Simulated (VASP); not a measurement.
Computed with LDA (Ceperley-Alder, Perdew-Zunger), VASP's LDA PAW potentials (set 64) (plane waves; VASP).

Input for VASP

**KPOINTS**
```
Automatic mesh
0
Gamma
8 8 8
0 0 0
```

**POSCAR**
```
CuI
1
    0.0000000000     2.9305759412     2.9305759412
    2.9305759412     0.0000000000     2.9305759412
    2.9305759412     2.9305759412     0.0000000000
Cu I
1 1
Direct
  0.0000000000   0.0000000000   0.0000000000
  0.2500000000   0.2500000000   0.2500000000
```

### INCAR
```
SYSTEM = CuI
PREC = Accurate; ENCUT = 400; LREAL = .FALSE.
LASPH = .TRUE.
EDIFF = 1E-8; NELM = 100; ALGO = Normal
LMAXMIX = 4
ISMEAR = 0; SIGMA = 0.01
LWAVE = .FALSE.; LCHARG = .FALSE.
LEPSILON = .TRUE.
```

POTCAR, in this order: Cu I (LDA.64 set). Program: vasp_std.

The resulting files:

OUTCAR:
```
 ion  position               nearest neighbor table
   1  0.000  0.000  0.000-   2 2.54   2 2.54   2 2.54   2 2.54
   2  0.250  0.250  0.250-   1 2.54   1 2.54   1 2.54   1 2.54
  LATTYP: Found a face centered cubic cell.
 ALAT       =     5.8611518824
 Subroutine PRICEL returns:
 Original cell was already a primitive cell.
 Subroutine GETGRP returns: Found 24 space group operations
The static configuration has the point symmetry T_d .
The dynamic configuration has the point symmetry T_d .
 Subroutine INISYM returns: Found 24 space group operations
 Subroutine IBZKPT returns following result:
 Found     29 irreducible k-points:

 Following reciprocal coordinates:
            Coordinates               Weight
  0.000000  0.000000  0.000000      1.000000
  0.125000  0.000000  0.000000      8.000000
  0.250000  0.000000  0.000000      8.000000
  0.375000  0.000000  0.000000      8.000000
  0.500000  0.000000  0.000000      4.000000
  0.125000  0.125000  0.000000      6.000000
  0.250000  0.125000  0.000000     24.000000
  0.375000  0.125000  0.000000     24.000000
  0.500000  0.125000  0.000000     24.000000
...
```

OUTCAR:
```


 HEAD OF MICROSCOPIC STATIC DIELECTRIC TENSOR (INDEPENDENT PARTICLE, excluding Hartree and local field effects)
 ------------------------------------------------------
           7.430470    -0.000000     0.000000
           0.000000     7.430470     0.000000
          -0.000000     0.000000     7.430470
 ------------------------------------------------------

 MACROSCOPIC STATIC DIELECTRIC TENSOR (including local field effects in DFT)
 ------------------------------------------------------
           6.976208     0.000000     0.000000
          -0.000000     6.976208     0.000000
           0.000000    -0.000000     6.976208
 ------------------------------------------------------

 PIEZOELECTRIC TENSOR (including local field effects)  for field in x, y, z        (e  Angst)
          XX          YY          ZZ          XY          YZ          ZX
  --------------------------------------------------------------------------------
  x     0.00000     0.00000     0.00000     0.00000    -0.98400     0.00000
  y    -0.00000    -0.00000    -0.00000     0.00000     0.00000    -0.98400
  z     0.00000     0.00000     0.00000    -0.98400     0.00000     0.00000

 PIEZOELECTRIC TENSOR (including local field effects)  for field in x, y, z        (C/m^2)
          XX          YY          ZZ          XY          YZ          ZX
  --------------------------------------------------------------------------------
  x     0.00000     0.00000     0.00000     0.00000    -0.31320     0.00000
  y    -0.00000    -0.00000    -0.00000     0.00000     0.00000    -0.31320
  z     0.00000     0.00000     0.00000    -0.31320     0.00000     0.00000

 BORN EFFECTIVE CHARGES (including local field effects) (in |e|, cummulative output)
 ---------------------------------------------------------------------------------
 ion    1
    1     0.98426     0.00000    -0.00000
    2     0.00000     0.98426     0.00000
    3    -0.00000     0.00000     0.98426
 ion    2
    1    -0.98426     0.00000     0.00000
    2     0.00000    -0.98426    -0.00000
    3     0.00000    -0.00000    -0.98426
```
(Selected blocks of OUTCAR.)

The dielectric response may not be converged in the k-mesh; for small gaps it tends to come out too large.

The compound is CuI in the zinc blende structure. It was relaxed first, which changed the volume by -9 %.
